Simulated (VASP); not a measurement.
Input:

```yaml
crystal:
  lattice:
    - [1.92960, -3.34217, 0.00000]
    - [1.92960, 3.34217, 0.00000]
    - [0.00000, 0.00000, 6.28080]
  atoms:
    - { symbol: Sn, position: [0.00000, 0.00000, 0.00000] }
    - { symbol: Se, position: [0.33333, 0.66667, 0.25371] }
    - { symbol: Se, position: [0.66667, 0.33333, 0.74629] }
```

Computed with PBE GGA with D3 dispersion (zero damping), VASP's PBE PAW potentials (set 64) (plane waves; VASP). Settings: 520 eV cut-off, 7×7×4 Γ-centred mesh, tetrahedra with Blöchl corrections, potentials Sn_d Se.

Question: Predict the energy per atom (σ→0).

Answer: 
```json
{
  "energy per atom (σ→0)": "-4.170 eV/atom"
}
```

Only differences to runs with the same potentials and settings are physical.

The compound is SnSe2 in the 1T layered structure. It was relaxed first.
